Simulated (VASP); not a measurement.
Input:

```
CELL_PARAMETERS angstrom
      3.89963     0.00000     0.00000
     -1.94982     3.37718     0.00000
      0.00000     0.00000    17.17063
ATOMIC_POSITIONS crystal
  Ti 0.99633 0.01017 0.50187
  Te 0.32486 0.66982 0.59468
  Te 0.67881 0.32001 0.40345
```

Computed with PBE GGA, VASP's PBE PAW potentials (set 64) (plane waves; VASP 6.6.1). Run with EDIFF = 1E-03, 300 eV cut-off, 9×9×1 Γ-centred mesh, Fermi-Dirac smearing of 0.10 eV, potentials Ti_sv Te.

At this cut-off the stress carries a Pulay error, which pulls relaxed volumes low. The cell holds a wide vacuum, so values per volume refer to the whole cell.

**Question.** The ions are relaxed. Predict the relaxed structure.

**Answer.** 
```
CELL_PARAMETERS angstrom
      3.89963     0.00000     0.00000
     -1.94982     3.37718     0.00000
      0.00000     0.00000    17.17063
ATOMIC_POSITIONS crystal
  Ti 0.00023 0.99980 0.50007
  Te 0.33290 0.66726 0.59794
  Te 0.66688 0.33294 0.40200
```

**Question.** How much energy does the relaxation gain?

**Answer.** The energy (σ→0) changes by -15.1 meV/atom, in 8 ionic steps.

| step | E(σ→0) (eV) | max force (eV/Å) | pressure (GPa) | volume (Å³) |
|---|---|---|---|---|
| 1 | -16.0795 | 0.541 | -0.26 | 226.13 |
| 2 | -16.1037 | 0.324 | -0.22 | 226.13 |
| 3 | -16.1191 | 0.165 | -0.48 | 226.13 |
| 4 | -16.1196 | 0.154 | -0.77 | 226.13 |
| 5 | -16.1228 | 0.097 | -0.92 | 226.13 |
| 6 | -16.1241 | 0.069 | -0.72 | 226.13 |
| 7 | -16.1242 | 0.066 | -0.72 | 226.13 |
| 8 | -16.1248 | 0.017 | -0.81 | 226.13 |

The cell is a sheet with vacuum, built from a generated structure.
